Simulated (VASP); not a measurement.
These are PBEsol GGA, VASP's PBE PAW potentials (set 64) (plane waves; VASP 6.6.1) values and carry that method's errors.

The input files of a VASP run:

INCAR:
```
ALGO = Normal
EDIFF = 1E-7
ENCUT = 480
GGA = PS
ISIF = 2
ISMEAR = 1
LASPH = .True.
LCHARG = .False.
LMAXMIX = 4
LREAL = .False.
LWAVE = .False.
NELM = 100
PREC = Accurate
SIGMA = 0.1
SYSTEM = Tc
```

### POSCAR
```
Tc
1
    1.3588973053    -2.3536795591     0.0470735912
    1.3588973053     2.3536795591    -0.0470735912
    0.0000000000    -0.0870727070     4.3536353485
Tc
2
Direct
  0.3333330000   0.6666670000   0.2500000000
  0.6666670000   0.3333330000   0.7500000000
```

**KPOINTS**
```
kpoints
0
gamma
14 14 8
```

POTCAR, in this order: Tc_pv (PBE.64 set). Program: vasp_std.

Task: What will the output report for the number of irreducible k-points (NKPTS), number of bands (NBANDS), largest plane-wave count, number of space-group operations, FFT grid (NGX, NGY, NGZ)?

Result: 
The number of irreducible k-points (NKPTS) comes out as 429 and the number of bands (NBANDS) is 17. The largest plane-wave count is 682 and the number of space-group operations comes out as 4. The FFT grid (NGX, NGY, NGZ) comes out as 20 × 20 × 32.

The compound is Tc in the hcp structure. This cell was strained or had an atom moved on purpose.
